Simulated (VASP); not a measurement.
VASP runs on GeRh (a trial cell in the CsCl structure, space group Pm-3m) share one base input (PBE GGA, plane waves, VASP's PBE PAW potentials (set 64)) and change the settings named in each case.

### INCAR
```
SYSTEM = GeRh
PREC = Accurate
ENCUT = 400
EDIFF = 1E-6
NELM = 100
ALGO = Normal
LREAL = .FALSE.
LASPH = .TRUE.
ISMEAR = 1
SIGMA = 0.1
GGA = PE
LMAXMIX = 4
LWAVE = .FALSE.
LCHARG = .FALSE.
ISIF = 2
```

POSCAR:
```
GeRh
1
    3.0480010000     0.0000000000     0.0000000000
    0.0000000000     3.0480010000     0.0000000000
    0.0000000000     0.0000000000     3.0480010000
Rh Ge
1 1
Direct
  0.0000000000   0.0000000000   0.0000000000
  0.5000000000   0.5000000000   0.5000000000
```

### KPOINTS
```
K-points
0
Gamma
  11 11 11
0 0 0
```

POTCAR, in this order: Rh_pv Ge_d (PBE.64 set). Program: vasp_std.

| change | irreducible k-points |
|---|---|
| base run | 56 |
| ISYM = -1 | 1331 |
| ISYM = 0 | 666 |
| ISYM = 1 | 56 |
| SYMPREC = 1E-3 | 56 |

Left out are runs that ran out of time, are held back, or changed the cell or the kind of run, fixed moments of cells without a moment, rows past the twelfth, gaps on odd meshes, pressures of charged cells and columns that move by less than the noise.

The structure was generated: GeRh was put into the CsCl type (Pm-3m), which need not be its known phase. The cell was not relaxed at this level. The electron count is odd and the run is not spin-polarised, which forces a metal.
